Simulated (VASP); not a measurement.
An input for Quantum ESPRESSO's pw.x (written as the equivalent of a VASP run, and not itself run):

```
&CONTROL
  calculation = 'vc-relax'
  pseudo_dir = './pseudo'
  outdir = './out'
  tprnfor = .true.
  tstress = .true.
  nstep = 60
  forc_conv_thr = 0.00039
/
&SYSTEM
  ibrav = 0
  nat = 2
  ntyp = 2
  ecutwfc = 86
  occupations = 'smearing'
  smearing = 'gaussian'
  degauss = 0.003675
  input_dft = 'pbesol'
/
&ELECTRONS
  conv_thr = 7.3e-08
  electron_maxstep = 100
/
&IONS
/
&CELL
/
ATOMIC_SPECIES
  Ca 40.078 Ca.upf
  Se 78.971 Se.upf
CELL_PARAMETERS angstrom
    -0.0000000    3.2547995    3.2547995
     3.2547995   -0.0000000    3.2547995
     3.2547995    3.2547995    0.0000000
ATOMIC_POSITIONS crystal
  Ca   0.0000000  0.0000000  0.0000000
  Se   0.2500000  0.2500000  0.2500000
K_POINTS automatic
  6 6 6 0 0 0
```

Problem. Write the VASP files for the same calculation (PBEsol).

Solution. This is not unique; one that fits is 
**INCAR**
```
SYSTEM = CaSe
PREC = Accurate
ENCUT = 400
EDIFF = 1E-6
NELM = 100
ALGO = Normal
LREAL = .FALSE.
LASPH = .TRUE.
ISMEAR = 0
SIGMA = 0.05
GGA = PS
LMAXMIX = 4
LWAVE = .FALSE.
LCHARG = .FALSE.
IBRION = 2
ISIF = 3
NSW = 60
EDIFFG = -0.01
```

POSCAR:
```
CaSe
1.0
  0.0000000000   3.2547994828   3.2547994828
  3.2547994828   0.0000000000   3.2547994828
  3.2547994828   3.2547994828   0.0000000000
Ca Se
1 1
Cartesian
  0.0000000000   0.0000000000   0.0000000000
  1.6273997414   1.6273997414   1.6273997414
```

**KPOINTS**
```
Automatic mesh
0
Gamma
  6 6 6
0 0 0
```

POTCAR, in this order: Ca_sv Se (PBE.64 set). Program: vasp_std.

Limits of the translation: the potentials are each code's own (VASP's PAW set, PseudoDojo norm-conserving files in pw.x), so ENCUT and ecutwfc are chosen apart and not converted; conv_thr bounds pw.x's estimated SCF error, while EDIFF bounds the energy change between steps; forc_conv_thr acts on force components and is met together with etot_conv_thr.

The structure was generated: CaSe was put into the zinc blende type (F-43m), which need not be its known phase. It was relaxed first, which changed the volume by -14 %. The start is the result of an earlier pass.
